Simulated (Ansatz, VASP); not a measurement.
# Sr5Al2Si12O32: VASP beside Ansatz, part 2 of 2

Aim: how closely do two programs agree when they are given the same cell, functional and k mesh? Of the first pair: The structure shown is frame 77 of Ansatz's trajectory.

VASP 6.6.1 and Ansatz 0.2.0.

So far. Step 3 (VASP: single point, PBE, pair 1): The run ends at a pressure of 0.37 GPa, with forces up to 3.9 eV/Å.

## Step 6: VASP: single point, PBE, pair 2

Level of this step: PBE; plane waves and PAW (Si, Al, Sr_sv, O) (VASP).

The same cell, functional and mesh now go to VASP, with its own data sets.

The input, INCAR:

```
SYSTEM = Sr5Al2Si12O32
PREC = Accurate
ENCUT = 520
EDIFF = 1E-06
NELM = 120
ISMEAR = 0
SIGMA = 0.01
LREAL = Auto
ALGO = Normal
GGA = PE
NBANDS = 368
LORBIT = 11
LWAVE = .FALSE.
LCHARG = .FALSE.
ISIF = 2
LASPH = .TRUE.
GGA_COMPAT = .FALSE.
EFERMI = MIDGAP
NCORE = 2
```

The input, POSCAR:

```
Sr5Al2Si12O32
1.0
   11.4448100000      0.0000000000      0.0000000000
    0.0000000000     11.4448100000      0.0000000000
    0.0000000000      0.0000000000     11.4448100000
Si Al Sr O
24 4 10 64
Direct
    0.1428245641      0.1916501890      0.4543718943
    0.6506617410      0.1903482889      0.3669785693
    0.5075750493      0.6723659021      0.8323772959
    0.3410541547      0.6508452303      0.6048767957
    0.3733744815      0.1963772225      0.6053573629
    0.1585696923      0.8201359393      0.5331062726
    0.4848835411      0.5967333665      0.2885412689
    0.5312539046      0.9286392697      0.7751373767
    0.9292246879      0.7686366135      0.9098971499
    0.9014915931      0.5222279793      0.8278075390
    0.5381828095      0.3923874665      0.4942677074
    0.1015482127      0.1100324077      0.8822426934
    0.0545225303      0.4196399940      0.3524217527
    0.9388971944      0.6675165424      0.4443411468
    0.2514939086      0.0538672114      0.2387282969
    0.3213509005      0.9348516926      0.9109019722
    0.8738720870      0.2846006181      0.2415505369
    0.7918873271      0.4875048166      0.0739636569
    0.9899771163      0.9552452160      0.7004659754
    0.7925513836      0.9163542252      0.0996608943
    0.6523568325      0.4593086299      0.7388152359
    0.3923263034      0.5249541058      0.0375366651
    0.6798103245      0.1128459101      0.9370273513
    0.5521367327      0.9998514611      0.5176494848
    0.7535205914      0.6999504579      0.2484270163
    0.5780087219      0.3484024636      0.9584519096
    0.3895827017      0.8242076539      0.3969921737
    0.0113763356      0.0631377891      0.1374684246
    0.1907152674      0.3719764679      0.6806840830
    0.1840921780      0.7759761848      0.1315967674
[... 66 atom lines left out ...]
    0.0427180530      0.7710394493      0.4719693905
    0.3485684778      0.9469532478      0.2618217340
    0.8293191412      0.8420847528      0.9771503415
    0.5933868714      0.9313916089      0.6399581994
    0.5956848563      0.3569915097      0.8110226382
    0.6392941429      0.3225479497      0.4209418942
```

The input, KPOINTS:

```
Automatic mesh
0
Gamma
1 1 1
0 0 0
```

PAW data sets: Si, Al, Sr_sv and O (PBE family, release 64).

Command:

```
mpirun -np 8 vasp_gam
```

Numbers of over 12 decimals in the logs are rounded to 6 here.

What it wrote:

```text
[... set-up lines as in an earlier step ...]
 entering main loop
       N       E                     dE             d eps       ncg     rms          rms(c)
DAV:   1     0.559928031404E+04    0.55993E+04   -0.35064E+05   736   0.159E+03
DAV:   2    -0.358163648654E+03   -0.59574E+04   -0.57561E+04   904   0.391E+02
DAV:   3    -0.859044296398E+03   -0.50088E+03   -0.49786E+03   888   0.118E+02
DAV:   4    -0.875117545143E+03   -0.16073E+02   -0.16023E+02   968   0.201E+01
[...]
DAV:  19    -0.764202643215E+03    0.12387E-05   -0.84229E-06   872   0.770E-03    0.998E-03
DAV:  20    -0.764202644449E+03   -0.12342E-05   -0.95607E-06   840   0.673E-03    0.460E-03
DAV:  21    -0.764202644757E+03   -0.30866E-06   -0.15917E-06   576   0.324E-03
   1 F= -.76420264E+03 E0= -.76420264E+03  d E =0.000000E+00
```

From OUTCAR (step 6):

```text
  Total       -7.3341247     -3.6516512     11.3292327     11.1810393      7.6812738     -6.3620554
  in kB       -7.8385026     -3.9027804     12.1083598     11.9499750      8.2095257     -6.7995829
  external PRESSURE =       0.1223589 kB  Pullay stress =       0.0000000 kB

 POSITION                                       TOTAL-FORCE (eV/Angst)
 -----------------------------------------------------------------------------------
      1.63460      2.19340      5.20020        -1.882351      0.055464      2.006421
      7.44670      2.17850      4.20000         0.467602     -0.033166     -0.097697
      5.80910      7.69510      9.52640        -0.355538      0.152184     -2.082373
      3.90330      7.44880      6.92270        -0.680026      0.895979      3.143024
      4.27320      2.24750      6.92820         0.374781     -1.749603     -2.035109
      1.81480      9.38630      6.10130        -0.730042      0.535518      2.157835
      5.54940      6.82950      3.30230         0.296162      1.806889      1.332365
      6.08010     10.62810      8.87130         1.153295     -0.148749      0.818395
     10.63480      8.79690     10.41360         0.555552      0.144693      0.602493
     10.31740      5.97680      9.47410         0.811872     -0.999294      0.522940
      6.15940      4.49080      5.65680        -1.088945      1.080646     -2.420158
[...]
9.23600      6.90130      1.68970         0.177022      0.404455      0.429303
      2.45580      0.28850     10.03250         0.630898      0.134392     -0.032112
[...]
-----------------------------------------------------------------------------------
    total drift:                               -0.016796      0.022092      0.016905

  FREE ENERGIE OF THE ION-ELECTRON SYSTEM (eV)
  ---------------------------------------------------
  free  energy   TOTEN  =      -764.2026447574 eV

  energy  without entropy=     -764.2026447574  energy(sigma->0) =     -764.20264476

[... 2 parts as in an earlier step ...]

[... 1 further part left out ...]
[key lines of the parts left out:]
E-fermi :   3.4810
```

The run ends at a pressure of 0.01 GPa, with forces up to 4.6 eV/Å.

## Step 7: Differences

Forces on 10 of the 102 atoms, those with the largest forces and the largest differences (eV/Å; atoms numbered as in POSCAR):

```
atom         Ansatz x, y, z           VASP x, y, z
 Si1   -1.917, 0.021, 1.976   -1.882, 0.055, 2.006
 Si4   -0.659, 0.848, 3.084   -0.680, 0.896, 3.143
Si11  -1.061, 1.027, -2.393  -1.089, 1.081, -2.420
Si13   2.660, 2.065, -0.961   2.667, 2.108, -0.919
Si17   1.678, -4.101, 1.011   1.654, -4.140, 1.003
Si22  1.726, -0.789, -1.007  1.822, -0.795, -0.988
Si23  -1.237, -2.039, 1.080  -1.284, -2.096, 1.142
Al26   -0.350, 1.247, 2.452   -0.376, 1.248, 2.474
Sr30   0.355, -0.293, 0.627   0.357, -0.318, 0.720
Sr32   0.071, 0.237, -0.121   0.066, 0.315, -0.195
```

The forces differ by 32 meV/Å r.m.s., which is 3.4 % of the r.m.s. force of 0.951 eV/Å (both taken over all components).

## Step 8: Ansatz: dynamics, PBE

One frame of this run of dynamics is then solved in both programs, so the motion causes no difference.

The structure compared here is frame 230 of Ansatz's trajectory.

The input, input.yaml:

```yaml
crystal:
  lattice:
    - [11.44481, 0.0, 0.0]
    - [0.0, 11.44481, 0.0]
    - [0.0, 0.0, 11.44481]
  atoms:
    - { symbol: Si, position: [0.15695, 0.17581, 0.46634] }
    - { symbol: Si, position: [0.64993, 0.19192, 0.36449] }
    - { symbol: Si, position: [0.52782, 0.67128, 0.84554] }
    - { symbol: Si, position: [0.36012, 0.64454, 0.62596] }
    - { symbol: Si, position: [0.37865, 0.19267, 0.61978] }
    - { symbol: Si, position: [0.16927, 0.81558, 0.53456] }
    - { symbol: Si, position: [0.48419, 0.60167, 0.30157] }
    - { symbol: Si, position: [0.56334, 0.92971, 0.76875] }
    - { symbol: Si, position: [0.9139, 0.7681, 0.90153] }
    - { symbol: Si, position: [0.89324, 0.51386, 0.81816] }
    - { symbol: Si, position: [0.53144, 0.3989, 0.4899] }
    - { symbol: Si, position: [0.10771, 0.1054, 0.8772] }
    - { symbol: Si, position: [0.06679, 0.41653, 0.36547] }
    - { symbol: Si, position: [0.95327, 0.66591, 0.44466] }
    - { symbol: Si, position: [0.25247, 0.06105, 0.23586] }
    - { symbol: Si, position: [0.33236, 0.94561, 0.89481] }
    - { symbol: Si, position: [0.88052, 0.25978, 0.23954] }
    - { symbol: Si, position: [0.79231, 0.46188, 0.0667] }
    - { symbol: Si, position: [0.98932, 0.94337, 0.69265] }
    - { symbol: Si, position: [0.78702, 0.90834, 0.08581] }
    - { symbol: Si, position: [0.65228, 0.45895, 0.72688] }
    - { symbol: Si, position: [0.40946, 0.53639, 0.04831] }
    - { symbol: Si, position: [0.68607, 0.11005, 0.93655] }
    - { symbol: Si, position: [0.55515, 0.00108, 0.5186] }
    - { symbol: Al, position: [0.74589, 0.68596, 0.23172] }
    - { symbol: Al, position: [0.56987, 0.34883, 0.95652] }
    - { symbol: Al, position: [0.3901, 0.84818, 0.36178] }
    - { symbol: Al, position: [0.01628, 0.03941, 0.13568] }
    - { symbol: Sr, position: [0.16114, 0.37174, 0.68345] }
    - { symbol: Sr, position: [0.1881, 0.75754, 0.11794] }
[... 66 atom lines left out ...]
    - { symbol: O, position: [0.05851, 0.75785, 0.46315] }
    - { symbol: O, position: [0.34881, 0.96066, 0.25041] }
    - { symbol: O, position: [0.82127, 0.84752, 0.96531] }
    - { symbol: O, position: [0.59964, 0.92108, 0.63212] }
    - { symbol: O, position: [0.5978, 0.36667, 0.80798] }
    - { symbol: O, position: [0.63394, 0.32524, 0.42527] }
kpoints:
  mp_grid: { grid: [1, 1, 1] }
hamiltonian:
  xc: pbe
scf:
  occupations: { method: fixed }
output:
  forces: true
md:
  timestep: 1.0
  n_steps: 230
  ensemble: nvt_langevin
  temperature: 300
  initial_velocities: maxwell_boltzmann
  seed: 5326
```

Command:

```
ansatz run input.yaml --threads 4 --pin off --max-ram 8192MiB --backend cpu --events-out ev --progress --plain --runs-dir out
```

What it wrote:

```text
[...]
Crystal: 102 atoms, lattice volume = 1499.083 Å³
Basis set: ecut = 420 eV, 29279 PW (Γ), exchange–correlation on 160×160×160 points (8 copies of the dense FFT grid, shifted against one another)
Bands: 398, of which v1, the nominal top of the filled ones, is band 296 counted from 1 (295 counted from 0)
Symmetry: 1 space group operations
k-points: 1
[...]
atom   7  Si    -0.10865831     0.31698703    -1.05105168
  atom   8  Si    -1.42367444    -0.66692688    -1.42371792
[...]
atom  99  O      0.45894411    -0.23720736    -0.24886471
  atom 100  O     -1.21687418    -0.48366361    -1.04702843
  atom 101  O     -0.03305623    -0.18513402     1.17145781
  atom 102  O      0.31926046     0.55108356     0.46397223
  max |Σ_I F_I| component: 5.29e-5 eV/Å
--- MD trajectory: 230 steps, t = 0.0 → 230.0 fs ---
[...]
[key lines of the parts left out:]
SCF converged after 8 iterations
Free energy (F): -89293.983986 eV
Fermi energy:    4.087407 eV
```

## Step 9: VASP: single point, PBE, pair 3

The same cell, functional and mesh now go to VASP, with its own data sets.

INCAR is that of step 6.

The input, POSCAR:

```
Sr5Al2Si12O32
1.0
   11.4448100000      0.0000000000      0.0000000000
    0.0000000000     11.4448100000      0.0000000000
    0.0000000000      0.0000000000     11.4448100000
Si Al Sr O
24 4 10 64
Direct
    0.1315006540      0.2062419560      0.4615367140
    0.6399057739      0.2007897029      0.3782151036
    0.5069022553      0.6749609648      0.8293366163
    0.3456151740      0.6353709673      0.6112202824
    0.3711726101      0.1954335633      0.5958071825
    0.1572852673      0.8030626983      0.5388556035
    0.4771769911      0.6030331653      0.2937925575
    0.5465009904      0.9338818207      0.7762033620
    0.9367390110      0.7796110202      0.9144843820
    0.8964762194      0.5225512700      0.8290832264
    0.5341110949      0.4029075188      0.4833806765
    0.0968037040      0.1122954422      0.8719236055
    0.0610757190      0.4297144295      0.3478607334
    0.9395088254      0.6604216234      0.4410558148
    0.2447747057      0.0544002041      0.2467668751
    0.3270565435      0.9350526571      0.8963888435
    0.8752526254      0.2659982997      0.2571471261
    0.7882350166      0.4684918317      0.0721375016
    0.0053640034      0.9519686216      0.6967262890
    0.7825468487      0.9175337992      0.0954581159
    0.6565333981      0.4762245944      0.7280068433
    0.3885079787      0.5264132825      0.0320145114
    0.6831306068      0.1137371437      0.9291722624
    0.5500746627      0.0046309200      0.5143029897
    0.7407637174      0.6946117935      0.2342197031
    0.5806998980      0.3600496644      0.9633362196
    0.3896089144      0.8397605552      0.3928680336
    0.0027610769      0.0586466704      0.1328375045
    0.1940442873      0.3791675004      0.6927419503
    0.1941928263      0.7844079543      0.1395217570
[... 66 atom lines left out ...]
    0.0333338867      0.7665483306      0.4790380967
    0.3396998290      0.9392117475      0.2726388643
    0.8313025730      0.8556280096      0.9754202997
    0.6022904705      0.9430650225      0.6390145402
    0.5958508704      0.3780840398      0.8050636052
    0.6455764665      0.3321243428      0.4278358487
```

KPOINTS is that of step 6.

Command:

```
mpirun -np 8 vasp_gam
```

What it wrote:

```text
[... set-up lines as in an earlier step ...]
 entering main loop
       N       E                     dE             d eps       ncg     rms          rms(c)
DAV:   1     0.562404114116E+04    0.56240E+04   -0.35024E+05   736   0.159E+03
DAV:   2    -0.357035725865E+03   -0.59811E+04   -0.57918E+04   912   0.391E+02
DAV:   3    -0.860423499320E+03   -0.50339E+03   -0.50041E+03   888   0.118E+02
DAV:   4    -0.875023668810E+03   -0.14600E+02   -0.14544E+02   936   0.199E+01
[...]
DAV:  18    -0.764665749650E+03    0.23034E-05   -0.34939E-05   888   0.122E-02    0.129E-02
DAV:  19    -0.764665748269E+03    0.13810E-05   -0.45028E-06   816   0.734E-03    0.576E-03
DAV:  20    -0.764665748821E+03   -0.55225E-06   -0.54309E-06   752   0.612E-03
   1 F= -.76466575E+03 E0= -.76466575E+03  d E =0.000000E+00
```

From OUTCAR (step 9):

```text
  Total       -3.6059338     -4.3004473     -4.8103648      5.2919882     13.9739715     -6.3119045
  in kB       -3.8539189     -4.5961950     -5.1411802      5.6559256     14.9349810     -6.7459829
  external PRESSURE =      -4.5304314 kB  Pullay stress =       0.0000000 kB

 POSITION                                       TOTAL-FORCE (eV/Angst)
[...]
9.29600      6.72380      1.69400        -0.497250     -0.213784     -0.160079
      2.44450      0.28860     10.03810         0.203005      0.683572     -0.354712
     10.12440     11.02460      2.08700         1.038422      0.796171     -0.291974
      4.92780      0.91440      6.09830        -0.229766     -0.233220      0.724119
      1.55330      4.91480      2.62810         0.582829     -0.072649     -0.133848
      5.41360      7.16730     10.99890         0.115305     -0.049972     -0.750251
      9.84350      8.35810      3.89520        -0.592141      0.218916     -0.639460
      4.78120     11.33110     11.34730        -0.340515      0.083345     -0.780400
      5.32840      5.50950      4.32990         1.049887      0.728292      0.645908
      2.63290      2.37200      6.55070        -0.605594     -0.751758     -0.283299
      4.41200      7.50450      8.61540         0.991979      0.229691      0.742660
      0.26490      0.92960      8.59230         0.592636      1.432443      1.080398
      1.40920     11.34010      2.37770        -0.585936     -0.504794     -0.253919
     10.70720      4.17420      3.90680        -1.315392     -0.261279      0.267537
[...]
-----------------------------------------------------------------------------------
    total drift:                               -0.025647      0.029014      0.009897

  FREE ENERGIE OF THE ION-ELECTRON SYSTEM (eV)
  ---------------------------------------------------
  free  energy   TOTEN  =      -764.6657488214 eV

  energy  without entropy=     -764.6657488214  energy(sigma->0) =     -764.66574882

[... 2 parts as in an earlier step ...]

[... 1 further part left out ...]
[key lines of the parts left out:]
E-fermi :   3.5091
```

The run ends at a pressure of -0.45 GPa, with forces up to 3.9 eV/Å.

## Step 10: Differences

Forces on 9 of the 102 atoms, those with the largest forces and the largest differences (eV/Å; atoms numbered as in POSCAR):

```
atom          Ansatz x, y, z            VASP x, y, z
 Si2   3.217, -0.912, -0.990   3.316, -0.940, -0.964
 Si5    1.095, 1.657, -0.650    1.094, 1.634, -0.747
 Si6    -0.459, 0.413, 2.412    -0.496, 0.435, 2.442
Si18   -0.638, -0.325, 3.069   -0.616, -0.354, 3.099
Si19  -3.372, -0.395, -0.342  -3.377, -0.394, -0.323
 O70  -1.920, -0.630, -1.545  -1.996, -0.645, -1.602
 O75    0.994, 0.689, -2.228    0.998, 0.702, -2.260
 O83   2.419, -1.792, -2.328   2.451, -1.824, -2.356
 O95   -0.201, -0.448, 0.153   -0.174, -0.424, 0.246
```

The forces differ by 31 meV/Å r.m.s., which is 3.8 % of the r.m.s. force of 0.832 eV/Å (both taken over all components).

## Step 11: Results

```yaml
r_m_s_force_difference_single_point_pbe_pair_1: 3.7 % of the r.m.s. force
r_m_s_force_difference_single_point_pbe_pair_2: 3.4 % of the r.m.s. force
r_m_s_force_difference_single_point_pbe_pair_3: 3.8 % of the r.m.s. force
```

**Reading.** The r.m.s. force difference is 3.8 % of the r.m.s. force (single point, PBE, pair 3), beyond the 3 % picked in this series as the mark of a large difference. What causes the difference of the single point, PBE, pair 1 pair stays open here. What causes the difference of the single point, PBE, pair 2 pair stays open here. What causes the difference of the single point, PBE, pair 3 pair stays open here. Such differences can come from data sets, numerical settings and the points named under the comparisons, not from the functional's error against experiment.

[Lines on the potential files, build, host, timing and source positions are cut from VASP's logs without a mark.]

[Logs are printed without paths, hosts, clocks, repeated set-up lines and the standing remarks that a program may print on its own settings, such as how far it seeks lower states.]

[Hosts, paths, dates, database ids (printed as entryN), source tags and the programs' standing remarks are cut or masked in the printed files.]
